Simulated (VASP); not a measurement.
Output of a VASP run:

**OSZICAR**
```
       N       E                     dE             d eps       ncg     rms          rms(c)
DAV:   1     0.310953540114E+03    0.31095E+03   -0.17766E+04  1992   0.117E+03
DAV:   2     0.446021836262E+01   -0.30649E+03   -0.30325E+03  2344   0.388E+02
DAV:   3    -0.529510436046E+01   -0.97553E+01   -0.96885E+01  2200   0.729E+01
DAV:   4    -0.540241571761E+01   -0.10731E+00   -0.10727E+00  2248   0.759E+00
DAV:   5    -0.540443229447E+01   -0.20166E-02   -0.20165E-02  2296   0.947E-01    0.451E+01
DAV:   6    -0.569347889622E+01   -0.28905E+00   -0.24752E+00  2096   0.110E+01    0.237E+01
DAV:   7    -0.622163938842E+01   -0.52816E+00   -0.12258E+00  2056   0.938E+00    0.846E+00
DAV:   8    -0.631010662183E+01   -0.88467E-01   -0.30082E-01  2064   0.391E+00    0.214E+00
DAV:   9    -0.636928152793E+01   -0.59175E-01   -0.14912E-01  2048   0.240E+00    0.905E-01
DAV:  10    -0.638761775398E+01   -0.18336E-01   -0.49854E-02  2168   0.137E+00    0.349E-01
DAV:  11    -0.638961353669E+01   -0.19958E-02   -0.36526E-03  2208   0.391E-01    0.277E-01
DAV:  12    -0.639200158950E+01   -0.23881E-02   -0.13967E-02  2120   0.674E-01    0.161E-01
DAV:  13    -0.639208577082E+01   -0.84181E-04   -0.42399E-04  2120   0.155E-01    0.700E-02
DAV:  14    -0.639212814617E+01   -0.42375E-04   -0.14321E-04  2128   0.752E-02    0.169E-02
DAV:  15    -0.639214136534E+01   -0.13219E-04   -0.42908E-05  2160   0.374E-02    0.139E-02
DAV:  16    -0.639214353725E+01   -0.21719E-05   -0.12749E-05  1936   0.186E-02    0.845E-03
DAV:  17    -0.639214488245E+01   -0.13452E-05   -0.73887E-06  1728   0.153E-02    0.529E-03
DAV:  18    -0.639214562479E+01   -0.74234E-06   -0.42236E-06  1264   0.111E-02
   1 F= -.63921456E+01 E0= -.63843521E+01  d E =-.155871E-01
```

File OUTCAR:
```
------------------------ aborting loop because EDIFF is reached ----------------------------------------
  FORCE on cell =-STRESS in cart. coord.  units (eV):
  Direction    XX          YY          ZZ          XY          YZ          ZX
  --------------------------------------------------------------------------------------
  Total       21.7990264     21.7990264     17.2402255      0.0000000      0.0000000      0.0000000
  in kB      779.9269066    779.9269066    616.8218468      0.0000000      0.0000000      0.0000000
  external PRESSURE =     725.5585533 kB  Pullay stress =       0.0000000 kB
  volume of cell :       44.78
      direct lattice vectors                 reciprocal lattice vectors
    -1.489830000  1.489830000  5.043829000     0.000000000  0.335608761  0.099131037
     1.489830000 -1.489830000  5.043829000     0.335608761  0.000000000  0.099131037
     1.489830000  1.489830000 -5.043829000     0.335608761  0.335608761  0.000000000
 POSITION                                       TOTAL-FORCE (eV/Angst)
 -----------------------------------------------------------------------------------
      0.00000      0.00000      7.56574        -0.000000      0.000000     -0.592094
      0.00000      1.48983      0.00000         0.000000     -0.000000     -0.592094
      0.00000      0.00000      1.67455         0.000000     -0.000000      0.592094
      0.00000      1.48983      4.19647        -0.000000      0.000000      0.592094
 -----------------------------------------------------------------------------------
    total drift:                               -0.000002     -0.000002      0.000012
  FREE ENERGIE OF THE ION-ELECTRON SYSTEM (eV)
  ---------------------------------------------------
  free  energy   TOTEN  =        -6.3921456248 eV

  energy  without entropy=       -6.3765584930  energy(sigma->0) =       -6.38435206
```
(Selected blocks of OUTCAR.)

**POSCAR**
```
RuS
1
   -1.4898300000     1.4898300000     5.0438290000
    1.4898300000    -1.4898300000     5.0438290000
    1.4898300000     1.4898300000    -5.0438290000
Ru S
2 2
Direct
  0.7500000000   0.7500000000   0.0000000000
  0.5000000000   0.0000000000   0.5000000000
  0.1660000000   0.1660000000   0.0000000000
  0.9160000000   0.4160000000   0.5000000000
```

Problem. Write an INCAR and KPOINTS that could have produced this output.

Solution. One answer among several that fit: the input of the run itself, PBE GGA + U (Dudarev), plane waves, VASP's PBE PAW potentials (set 64).

**KPOINTS**
```
Automatic mesh
0
Gamma
7 7 7
0 0 0
```

INCAR:
```
# general
SYSTEM   = RuS
PREC     = Accurate
ENCUT    = 300   # plane-wave cut-off (eV)
LREAL    = F
LASPH    = T   # aspherical one-centre terms

# electronic loop
EDIFF    = 1E-6
NELM     = 100
ALGO     = Normal   # blocked Davidson
LMAXMIX  = 4   # l cut-off of mixed one-centre charges

# smearing
ISMEAR   = 0
SIGMA    = 0.1   # width (eV)

# functional
GGA      = PE

# DFT+U
LDAU     = T
LDAUTYPE = 2   # Dudarev
LDAUL    = 2 -1
LDAUU    = 8.0 0
LDAUJ    = 0 0

# ions
ISIF     = 2

# output
LWAVE    = F
LCHARG   = F
```

POTCAR, in this order: Ru_pv S (PBE.64 set). Program: vasp_std.

At this cut-off the stress carries a Pulay error, which pulls relaxed volumes low.

The structure was generated: RuS was put into an ordered model structure, which need not be its known phase. The cell was not relaxed at this level. The k-mesh is coarse (spacing up to 0.43 per Å, 2π included), so the numbers may not be converged in it. The run is one of a series of settings (LDAU = .TRUE., LDAUJ = 0 0, LDAUL = 2 -1, LDAUTYPE = 2, LDAUU = 8.0 0 against the base run), some of them coarse on purpose. A gapless solution with U can be a metastable orbital state.
